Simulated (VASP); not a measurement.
## Bi2Se3 (Paraguanajuatite): what each functional gives for the gap

Aim: the gap of Bi2Se3 (Paraguanajuatite) on one structure at many levels of theory. The starting structure is a measured crystal structure from the Crystallography Open Database. Cell and atoms stay as given. Meshes and data sets differ where the inputs say so.

Main program and level: VASP 6.6.1; Kohn-Sham DFT with plane waves and PAW; LDA, PBE, r2SCAN, TB-mBJ, LDA + spin-orbit coupling, r2SCAN + spin-orbit coupling, TB-mBJ + spin-orbit coupling and HSE06.

## 1. Set-up

The structure is trigonal, space group R-3m (No. 166). Conventional cell: a = 4.143 Å, b = 4.143 Å, c = 28.636 Å, α = 90.00°, β = 90.00°, γ = 120.00°. Nearest to Bi lie 6 Se at 2.85 to 3.07 Å. Se has 3 Bi at 2.85 Å nearest. Nearest to Se lie 6 Bi at 3.07 Å. Farther neighbours and most contacts between anions are not listed.

## 2. Bands with LDA

LDA, the lowest rung, knows the local density alone.

The input, INCAR:

```
SYSTEM = Bi2Se3
PREC = Accurate
ENCUT = 350
EDIFF = 1E-06
NELM = 100
ISMEAR = 0
SIGMA = 0.03
LREAL = .FALSE.
ALGO = Normal
GGA = CA
NBANDS = 39
LORBIT = 11
LWAVE = .FALSE.
LCHARG = .FALSE.
KPAR = 4
```

The input, POSCAR:

```
Bi2Se3
1.0
    2.0715000000      1.1959810826      9.5453333333
   -2.0715000000      1.1959810826      9.5453333333
    0.0000000000     -2.3919621653      9.5453333333
Bi Se
2 3
Direct
    0.5992000000      0.5992000000      0.5992000000
    0.4008000000      0.4008000000      0.4008000000
    0.7883000000      0.7883000000      0.7883000000
    0.2117000000      0.2117000000      0.2117000000
    0.0000000000      0.0000000000      0.0000000000
```

The input, KPOINTS:

```
Automatic mesh
0
Gamma
6 6 6
0 0 0
```

The input, KPOINTS_OPT:

```
Line mode
8
Line-mode
Reciprocal
  0.00000000   0.00000000   0.00000000 GAMMA
  0.50000000   0.00000000   0.00000000 L

  0.50000000   0.00000000   0.00000000 L
  0.50000000   0.17713253  -0.17713253 B1

  0.82286747   0.50000000   0.17713253 B
  0.50000000   0.50000000   0.50000000 Z

  0.50000000   0.50000000   0.50000000 Z
  0.00000000   0.00000000   0.00000000 GAMMA

  0.00000000   0.00000000   0.00000000 GAMMA
  0.33856627   0.00000000  -0.33856627 X

  0.66143373   0.33856627   0.00000000 Q
  0.50000000   0.50000000   0.00000000 F

  0.50000000   0.50000000   0.00000000 F
  0.66143373   0.66143373   0.17713253 P1

  0.66143373   0.66143373   0.17713253 P1
  0.50000000   0.50000000   0.50000000 Z

  0.50000000   0.00000000   0.00000000 L
  0.82286747   0.33856627   0.33856627 P
```

PAW data sets: Bi_d and Se (LDA family, release 64).

Command:

```
> mpirun -np 4 vasp_std
```

The program printed:

```text
[banner, memory and clock lines left out]
running    4 mpi-ranks, on    1 nodes
 distrk:  each k-point on    1 cores,    4 groups
 distr:  one band on    1 cores,    1 groups

 POSCAR found type information on POSCAR BiSe
 POSCAR found :  2 types and       5 ions
 LDA part: xc-table for (Slater(with rela. corr.)+CA(PZ))
 , standard interpolation
 POSCAR, INCAR and KPOINTS ok, starting setup
 FFT: planning ... GRIDC
 FFT: planning ... GRID_SOFT
 FFT: planning ... GRID
 WAVECAR not read
 entering main loop
       N       E                     dE             d eps       ncg     rms          rms(c)
DAV:   1     0.402102766442E+03    0.40210E+03   -0.17829E+04  2496   0.963E+02
DAV:   2     0.215286966363E+02   -0.38057E+03   -0.35979E+03  2611   0.297E+02
DAV:   3    -0.225049283280E+02   -0.44034E+02   -0.42681E+02  3070   0.116E+02
DAV:   4    -0.241343183971E+02   -0.16294E+01   -0.16233E+01  2946   0.249E+01
DAV:   5    -0.241961136985E+02   -0.61795E-01   -0.61790E-01  3515   0.449E+00    0.528E+00
DAV:   6    -0.234112030878E+02    0.78491E+00   -0.74433E-01  3560   0.595E+00    0.327E+00
DAV:   7    -0.233986947835E+02    0.12508E-01   -0.26431E-01  2884   0.193E+00    0.173E+00
DAV:   8    -0.233939115279E+02    0.47833E-02   -0.34641E-02  2939   0.890E-01    0.487E-01
DAV:   9    -0.233931802149E+02    0.73131E-03   -0.23897E-03  3233   0.262E-01    0.103E-01
DAV:  10    -0.233931674102E+02    0.12805E-04   -0.28612E-04  3004   0.897E-02    0.450E-02
DAV:  11    -0.233931697760E+02   -0.23658E-05   -0.48007E-05  3185   0.413E-02    0.182E-02
DAV:  12    -0.233931720568E+02   -0.22808E-05   -0.18681E-05  2691   0.175E-02    0.730E-03
DAV:  13    -0.233931718534E+02    0.20339E-06   -0.12663E-06  2041   0.625E-03
   1 F= -.23393172E+02 E0= -.23393166E+02  d E =-.125121E-04
 Start KPOINTS_OPT (optional k-point list driver)
k-point batch [1-32\72]
       N       E                     dE             ncg
DAV:   1     0.124152618202E+04   -0.19460E+05     2504
DAV:   2    -0.109259618422E+05   -0.12167E+05     2649
DAV:   3    -0.123649738541E+05   -0.14390E+04     3038
DAV:   4    -0.124182417919E+05   -0.53268E+02     2939
DAV:   5    -0.124202041841E+05   -0.19624E+01     3592
DAV:   6    -0.124202400742E+05   -0.35890E-01     3292
DAV:   7    -0.124202407840E+05   -0.70986E-03     3629
DAV:   8    -0.124202407953E+05   -0.11273E-04     3069
DAV:   9    -0.124202407956E+05   -0.28120E-06     1941
[...]
k-point batch [65-72\72]
       N       E                     dE             ncg
DAV:   1     0.245265957795E+05   -0.94363E+04      624
DAV:   2     0.214603175863E+05   -0.30663E+04      663
DAV:   3     0.211067169349E+05   -0.35360E+03      767
DAV:   4     0.210942270271E+05   -0.12490E+02      744
DAV:   5     0.210937580292E+05   -0.46900E+00      928
DAV:   6     0.210937491816E+05   -0.88476E-02      779
DAV:   7     0.210937490009E+05   -0.18062E-03      936
DAV:   8     0.210937489978E+05   -0.31838E-05      708
DAV:   9     0.210937489977E+05   -0.83488E-07      480
```

It took 5.4 min on 4 MPI ranks of Intel Xeon Platinum 8488C (Sapphire Rapids), shared host; peak memory 1.7 GiB; 20 min of CPU time.

Lines that name or quote the potential files are left out of all logs, and their timing lines are given in words.

OUTCAR, selected parts (step 2):

```text
ion  position               nearest neighbor table
   1  0.599  0.599  0.599-   4 2.85   4 2.85   4 2.85   5 3.07   5 3.07   5 3.07
   2  0.401  0.401  0.401-   3 2.85   3 2.85   3 2.85   5 3.07   5 3.07   5 3.07
   3  0.788  0.788  0.788-   2 2.85   2 2.85   2 2.85
   4  0.212  0.212  0.212-   1 2.85   1 2.85   1 2.85
   5  0.000  0.000  0.000-   1 3.07   1 3.07   2 3.07   2 3.07   1 3.07   2 3.07

  LATTYP: Found a trigonal (rhomboedric) cell.
 ALAT       =     9.8404710987
 COS(alpha) =     0.9113725833

 Subroutine GETGRP returns: Found 12 space group operations
 (whereof 12 operations were pure point group operations)

The static configuration has the point symmetry D_3d.

 Found     32 irreducible k-points:

   k-points           NKPTS =     32   k-points in BZ     NKDIM =     32   number of bands    NBANDS=     39

   dimension x,y,z NGX =    60 NGY =   60 NGZ =   60
   dimension x,y,z NGXF=   120 NGYF=  120 NGZF=  120

   ENCUT  =  350.0 eV  25.72 Ry    5.07 a.u.  15.01 15.01 15.01*2*pi/ulx,y,z

   NELECT =      48.0000    total number of electrons

 k-points in reciprocal lattice and weights: Automatic mesh
   0.00000000  0.00000000  0.00000000       0.005
   0.16666667  0.00000000 -0.00000000       0.028
   0.33333333 -0.00000000 -0.00000000       0.028
   0.50000000  0.00000000 -0.00000000       0.014
   0.16666667  0.16666667 -0.00000000       0.028
   0.33333333  0.16666667 -0.00000000       0.056
   0.50000000  0.16666667 -0.00000000       0.056
  -0.33333333  0.16666667  0.00000000       0.056
  -0.16666667  0.16666667  0.00000000       0.028
[...]
-0.33333333  0.50000000  0.33333333       0.028
   0.50000000  0.50000000  0.50000000       0.005

 average (electrostatic) potential at core
       1-106.3669       2-106.3669       3 -59.3883       4 -59.3883       5 -59.2027

 E-fermi :   4.8964

 k-point     1 :       0.0000    0.0000    0.0000
  band No.  band energies     occupation
    ...
     20       2.9799      2.00000
     21       2.9799      2.00000
     22       3.6607      2.00000
     23       3.6607      2.00000
     24       4.8487      1.97545
     25       4.9441      0.02455
     26       6.1737      0.00000
     27       6.1737      0.00000
     28       6.8888      0.00000
     29       7.4972      0.00000
    ...

 k-point     2 :       0.1667    0.0000   -0.0000
  band No.  band energies     occupation
    ...
     20       2.8865      2.00000
     21       3.5369      2.00000
     22       3.5579      2.00000
     23       3.7467      2.00000
     24       4.1708      2.00000
     25       6.1247      0.00000
     26       6.5354      0.00000
     27       6.8671      0.00000
     28       6.9610      0.00000
     29       7.5389      0.00000
    ...

 k-point     3 :       0.3333   -0.0000   -0.0000
  band No.  band energies     occupation
    ...
     20       2.1193      2.00000
     21       2.4078      2.00000
     22       3.3830      2.00000
     23       3.6389      2.00000
     24       4.2794      2.00000
     25       5.7787      0.00000
     26       6.8589      0.00000
     27       7.1226      0.00000
     28       7.8140      0.00000
     29       8.4729      0.00000
    ...

  Total       -1.6868357     -1.6868357     -1.7746225      0.0000000      0.0000000      0.0000000
  in kB      -19.0472280    -19.0472280    -20.0384886      0.0000000      0.0000000      0.0000000
  external PRESSURE =     -19.3776482 kB  Pullay stress =       0.0000000 kB

  energy-cutoff  :      350.00
  volume of cell :      141.89
      direct lattice vectors                 reciprocal lattice vectors
     2.071500000  1.195981083  9.545333333     0.241370987  0.139355604  0.034921078
    -2.071500000  1.195981083  9.545333333    -0.241370987  0.139355604  0.034921078
     0.000000000 -2.391962165  9.545333333     0.000000000 -0.278711209  0.034921078

 POSITION                                       TOTAL-FORCE (eV/Angst)
 -----------------------------------------------------------------------------------
      0.00000     -0.00000     17.15869         0.000000     -0.000000      0.159616
      0.00000     -0.00000     11.47731         0.000000      0.000000     -0.159616
      0.00000     -0.00000     22.57376         0.000000     -0.000000      0.038266
      0.00000     -0.00000      6.06224         0.000000      0.000000     -0.038266
      0.00000      0.00000      0.00000         0.000000      0.000000     -0.000000
 -----------------------------------------------------------------------------------
    total drift:                               -0.000000     -0.000000      0.000000

  FREE ENERGIE OF THE ION-ELECTRON SYSTEM (eV)
  ---------------------------------------------------
  free  energy   TOTEN  =       -23.3931718534 eV

  energy  without entropy=      -23.3931593413  energy(sigma->0) =      -23.39316560

 total charge
# of ion       s       p       d       tot
------------------------------------------
    1        1.618   1.087   9.957  12.662
    2        1.618   1.087   9.957  12.662
    3        1.496   2.254   0.023   3.773
    4        1.496   2.254   0.023   3.773
    5        1.478   2.309   0.021   3.809
--------------------------------------------------
tot          7.707   8.991  19.981  36.678

[... 3 further parts left out ...]
```

Spin-orbit coupling is off here; with elements this heavy it can split and shift levels by tenths of an eV, and by up to about 1 eV where a band edge is a 6p state.

LDA gives a direct gap of 0.095 eV. Read at the sampled points alone, a gap this small can hide bands that cross between them, as inverted bands do.

## 3. Bands with PBE

PBE, the usual starting point, adds the gradient of the density.

INCAR: that of step 2 with these lines changed.

```diff
@@ -9,3 +9,3 @@
 ALGO = Normal
-GGA = CA
+GGA = PE
 NBANDS = 39
```

POSCAR is that of step 2.

KPOINTS is that of step 2.

KPOINTS_OPT is that of step 2.

PAW data sets: Bi_d and Se (PBE family, release 64).

Command:

```
> mpirun -np 4 vasp_std
```

The program printed:

```text
[banner, memory and clock lines left out]
running    4 mpi-ranks, on    1 nodes
[...]
LDA part: xc-table for (Slater+PW92), standard interpolation
 POSCAR, INCAR and KPOINTS ok, starting setup
[...]
entering main loop
       N       E                     dE             d eps       ncg     rms          rms(c)
DAV:   1     0.404653135964E+03    0.40465E+03   -0.17904E+04  2496   0.968E+02
DAV:   2     0.245527367985E+02   -0.38010E+03   -0.35914E+03  2641   0.298E+02
DAV:   3    -0.192931084727E+02   -0.43846E+02   -0.42529E+02  3062   0.116E+02
DAV:   4    -0.208798344086E+02   -0.15867E+01   -0.15811E+01  2954   0.246E+01
[...]
DAV:  11    -0.201489499928E+02   -0.47702E-04   -0.85214E-05  2949   0.539E-02    0.267E-02
DAV:  12    -0.201489779006E+02   -0.27908E-04   -0.43500E-05  2917   0.275E-02    0.664E-03
DAV:  13    -0.201489788439E+02   -0.94333E-06   -0.25364E-06  2764   0.110E-02
   1 F= -.20148979E+02 E0= -.20148979E+02  d E =-.301779E-09
 Start KPOINTS_OPT (optional k-point list driver)
k-point batch [1-32\72]
       N       E                     dE             ncg
DAV:   1     0.137365619698E+04   -0.19327E+05     2504
DAV:   2    -0.107860322338E+05   -0.12160E+05     2665
DAV:   3    -0.122187434674E+05   -0.14327E+04     3020
DAV:   4    -0.122707455969E+05   -0.52002E+02     2932
DAV:   5    -0.122726863041E+05   -0.19407E+01     3613
DAV:   6    -0.122727231701E+05   -0.36866E-01     3279
DAV:   7    -0.122727238787E+05   -0.70862E-03     3605
DAV:   8    -0.122727238902E+05   -0.11527E-04     3042
DAV:   9    -0.122727238905E+05   -0.27506E-06     1893
[...]
k-point batch [65-72\72]
       N       E                     dE             ncg
DAV:   1     0.245616364404E+05   -0.94013E+04      624
DAV:   2     0.214964348508E+05   -0.30652E+04      663
DAV:   3     0.211438575378E+05   -0.35258E+03      765
DAV:   4     0.211316105468E+05   -0.12247E+02      744
DAV:   5     0.211311510079E+05   -0.45954E+00      936
DAV:   6     0.211311432065E+05   -0.78015E-02      802
DAV:   7     0.211311430308E+05   -0.17567E-03      944
DAV:   8     0.211311430281E+05   -0.27217E-05      715
DAV:   9     0.211311430280E+05   -0.83885E-07      480
```

Elapsed: 5.8 min, on 4 MPI ranks; peak memory 2 GiB; 21 min of CPU time.

From OUTCAR (step 3):

```text
  Total        2.0202906      2.0202906      2.0593608     -0.0000000     -0.0000000      0.0000000
  in kB       22.8124974     22.8124974     23.2536659     -0.0000000     -0.0000000      0.0000000
  external PRESSURE =      22.9595536 kB  Pullay stress =       0.0000000 kB

 POSITION                                       TOTAL-FORCE (eV/Angst)
 -----------------------------------------------------------------------------------
      0.00000     -0.00000     17.15869         0.000000     -0.000000      0.190249
      0.00000     -0.00000     11.47731         0.000000      0.000000     -0.190249
      0.00000     -0.00000     22.57376         0.000000     -0.000000      0.188679
      0.00000     -0.00000      6.06224         0.000000      0.000000     -0.188679
      0.00000      0.00000      0.00000         0.000000     -0.000000      0.000000
 -----------------------------------------------------------------------------------
    total drift:                               -0.000000     -0.000000      0.000000

  FREE ENERGIE OF THE ION-ELECTRON SYSTEM (eV)
  ---------------------------------------------------
  free  energy   TOTEN  =       -20.1489788439 eV

  energy  without entropy=      -20.1489788436  energy(sigma->0) =      -20.14897884

[... 2 parts as in an earlier step ...]

[... 1 further part left out ...]
[key lines of the parts left out:]
E-fermi :   5.0749
```

PBE gives a direct gap of 0.218 eV. The least gap is +0.122 eV from that of LDA.

## 4. Bands with r2SCAN

r2SCAN adds the kinetic-energy density, costs more than a GGA and is run with LASPH.

INCAR: that of step 3 with these lines changed.

```diff
@@ -9,3 +9,4 @@
 ALGO = Normal
-GGA = PE
+METAGGA = R2SCAN
+LASPH = .TRUE.
 NBANDS = 39
```

POSCAR is that of step 3.

KPOINTS is that of step 3.

KPOINTS_OPT is that of step 3.

Command:

```
> mpirun -np 4 vasp_std
```

The program printed:

```text
[banner, memory and clock lines left out]
running    4 mpi-ranks, on    1 nodes
[...]
|                                                                             |
|               ----> ADVICE to this user running VASP <----                  |
|                                                                             |
|     You enforced a specific xc type in the INCAR file but a different       |
|     [... a line on the potential file left out ...]
|     I HOPE YOU KNOW WHAT YOU ARE DOING!                                     |
|                                                                             |

 LDA part: xc-table for (None), standard interpolation
 POSCAR, INCAR and KPOINTS ok, starting setup
[...]
entering main loop
       N       E                     dE             d eps       ncg     rms          rms(c)
DAV:   1     0.265282638809E+03    0.26528E+03   -0.18300E+04  2496   0.990E+02
DAV:   2    -0.126190659352E+03   -0.39147E+03   -0.36998E+03  2641   0.305E+02
[...]
DAV:  13    -0.162013351704E+03   -0.28055E-05   -0.13497E-05  3134   0.293E-02    0.389E-03
DAV:  14    -0.162013351938E+03   -0.23406E-06   -0.64701E-07  1857   0.564E-03
   1 F= -.16201335E+03 E0= -.16201335E+03  d E =-.173341E-20
 Start KPOINTS_OPT (optional k-point list driver)
k-point batch [1-32\72]
       N       E                     dE             ncg
DAV:   1     0.938161728303E+03   -0.19763E+05     2504
DAV:   2    -0.116829877055E+05   -0.12621E+05     2658
DAV:   3    -0.131730029133E+05   -0.14900E+04     2982
DAV:   4    -0.132278207203E+05   -0.54818E+02     2979
DAV:   5    -0.132299173374E+05   -0.20966E+01     3607
DAV:   6    -0.132299552370E+05   -0.37900E-01     3309
DAV:   7    -0.132299561012E+05   -0.86416E-03     3628
DAV:   8    -0.132299561161E+05   -0.14932E-04     3150
DAV:   9    -0.132299561164E+05   -0.30207E-06     1907
k-point batch [33-64\72]
       N       E                     dE             ncg
DAV:   1     0.745097442436E+03   -0.28574E+05     2504
DAV:   2    -0.118661102584E+05   -0.12611E+05     2647
DAV:   3    -0.133449597283E+05   -0.14788E+04     3026
DAV:   4    -0.133995883075E+05   -0.54629E+02     2979
DAV:   5    -0.134018127485E+05   -0.22244E+01     3575
DAV:   6    -0.134018522891E+05   -0.39541E-01     3291
```

It took 21 min on 4 MPI ranks.

The run was stopped at its time limit.

(Part 1 of 2 ends here.)

[Lines on the potential files, build, host, timing and source positions are cut from VASP's logs without a mark.]

[Logs are printed without paths, hosts, clocks, repeated set-up lines and the standing remarks that a program may print on its own settings, such as how far it seeks lower states.]

[Hosts, paths, dates, database ids (printed as entryN), source tags and the programs' standing remarks are cut or masked in the printed files.]
